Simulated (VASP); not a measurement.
Output of a VASP run:

**OSZICAR**
```
       N       E                     dE             d eps       ncg     rms          rms(c)
DAV:   1     0.713950453728E+03    0.71395E+03   -0.31529E+04  3136   0.190E+03
DAV:   2     0.359019876694E+02   -0.67805E+03   -0.65496E+03  3416   0.546E+02
DAV:   3    -0.406757480928E+02   -0.76578E+02   -0.75338E+02  3512   0.186E+02
DAV:   4    -0.430496885711E+02   -0.23739E+01   -0.23603E+01  3640   0.315E+01
DAV:   5    -0.430903033018E+02   -0.40615E-01   -0.40608E-01  3240   0.465E+00    0.200E+01
DAV:   6    -0.390040248924E+02    0.40863E+01   -0.27307E+01  3664   0.376E+01    0.147E+01
DAV:   7    -0.391480883807E+02   -0.14406E+00   -0.19329E+00  3224   0.105E+01    0.100E+01
DAV:   8    -0.389987588468E+02    0.14933E+00   -0.43504E-01  3240   0.584E+00    0.351E+00
DAV:   9    -0.391517660821E+02   -0.15301E+00   -0.96133E-02  3744   0.333E+00    0.850E-01
DAV:  10    -0.391557835988E+02   -0.40175E-02   -0.20608E-02  3168   0.928E-01    0.167E-01
DAV:  11    -0.391561368688E+02   -0.35327E-03   -0.69487E-04  3560   0.240E-01    0.636E-02
DAV:  12    -0.391563849647E+02   -0.24810E-03   -0.12291E-04  3376   0.832E-02    0.434E-02
DAV:  13    -0.391564340753E+02   -0.49111E-04   -0.44653E-05  3384   0.462E-02    0.157E-02
DAV:  14    -0.391564438652E+02   -0.97899E-05   -0.15287E-05  3504   0.293E-02    0.451E-03
DAV:  15    -0.391564442715E+02   -0.40624E-06   -0.76284E-07  2936   0.681E-03    0.222E-03
DAV:  16    -0.391564446033E+02   -0.33183E-06   -0.25641E-07  2856   0.331E-03    0.872E-04
DAV:  17    -0.391564446275E+02   -0.24184E-07   -0.11154E-08  1816   0.840E-04
   1 F= -.39156445E+02 E0= -.39156445E+02  d E =-.391564E+02  mag=     0.0000
```

### OUTCAR
```
------------------------ aborting loop because EDIFF is reached ----------------------------------------
  FORCE on cell =-STRESS in cart. coord.  units (eV):
  Direction    XX          YY          ZZ          XY          YZ          ZX
  --------------------------------------------------------------------------------------
  Total       -0.0290570     -0.0290570     -0.1152762      0.0000000      0.0000000      0.0000000
  in kB       -0.5778908     -0.5778908     -2.2926366      0.0000000      0.0000000      0.0000000
  external PRESSURE =      -1.1494727 kB  Pullay stress =       0.0000000 kB
  volume of cell :       80.56
      direct lattice vectors                 reciprocal lattice vectors
     4.925069037  0.000000000  0.000000000     0.203042839  0.000000000  0.000000000
     0.000000000  4.925069037  0.000000000     0.000000000  0.203042839  0.000000000
     0.000000000  0.000000000  3.321164621     0.000000000  0.000000000  0.301099197
 POSITION                                       TOTAL-FORCE (eV/Angst)
 -----------------------------------------------------------------------------------
      0.00000      0.00000      0.00000        -0.000000      0.000000     -0.000000
      2.46253      2.46253      1.66058        -0.000000      0.000000     -0.000000
      1.49504      1.49504      0.00000        -0.004903     -0.004903     -0.000000
      3.95758      0.96749      1.66058        -0.004903      0.004903      0.000000
      0.96749      3.95758      1.66058         0.004903     -0.004903     -0.000000
      3.43002      3.43002      0.00000         0.004903      0.004903      0.000000
 -----------------------------------------------------------------------------------
    total drift:                                0.000000      0.000000     -0.000000
  FREE ENERGIE OF THE ION-ELECTRON SYSTEM (eV)
  ---------------------------------------------------
  free  energy   TOTEN  =       -39.1564446275 eV

  energy  without entropy=      -39.1564446275  energy(sigma->0) =      -39.15644463

 total charge

# of ion       s       p       d       tot
------------------------------------------
    1        0.157   6.137   4.954  11.248
    2        0.157   6.137   4.954  11.248
    3        1.732   4.359   0.000   6.091
    4        1.732   4.359   0.000   6.091
    5        1.732   4.359   0.000   6.091
    6        1.732   4.359   0.000   6.091
--------------------------------------------------
tot          7.241  29.710   9.908  46.859

 magnetization (x)

# of ion       s       p       d       tot
------------------------------------------
    1        0.015   0.014   4.501   4.530
    2       -0.015  -0.014  -4.501  -4.530
    3       -0.002  -0.025   0.000  -0.027
    4        0.002   0.025   0.000   0.027
    5        0.002   0.025   0.000   0.027
    6       -0.002  -0.025   0.000  -0.027
--------------------------------------------------
tot          0.000   0.000   0.000   0.000

 reached required accuracy - stopping structural energy minimisation
```
(Selected blocks of OUTCAR.)

### POSCAR
```
MnF2
1
    4.9250690372     0.0000000000     0.0000000000
    0.0000000000     4.9250690372     0.0000000000
    0.0000000000     0.0000000000     3.3211646213
Mn F
2 4
Direct
  0.0000000000   0.0000000000   0.0000000000
  0.5000000000   0.5000000000   0.5000000000
  0.3035581213   0.3035581213   0.0000000000
  0.8035581213   0.1964418787   0.5000000000
  0.1964418787   0.8035581213   0.5000000000
  0.6964418787   0.6964418787   0.0000000000
```

Problem. Write an INCAR and KPOINTS that could have produced this output.

Solution. This is not unique; one that fits is the input of the run itself, PW91 GGA, plane waves, VASP's PBE PAW potentials (set 64).

### KPOINTS
```
Automatic
0
gamma
  5 5 7
```

**INCAR**
```
SYSTEM = MnF2
PREC = Accurate
ENCUT = 520
EDIFF = 1E-7
NELM = 100
ALGO = Normal
LREAL = .FALSE.
LASPH = .TRUE.
ISMEAR = 0
SIGMA = 0.05
GGA = 91
LMAXMIX = 4
ISPIN = 2
MAGMOM = 4.5 -4.5 -0.0 0.0 0.0 -0.0
LORBIT = 10
LWAVE = .FALSE.
LCHARG = .FALSE.
ISIF = 4
IBRION = 2
NSW = 30
EDIFFG = -0.01
```

POTCAR, in this order: Mn_pv F (PBE.64 set). Program: vasp_std.

The compound is MnF2 in the rutile structure. It was relaxed first.
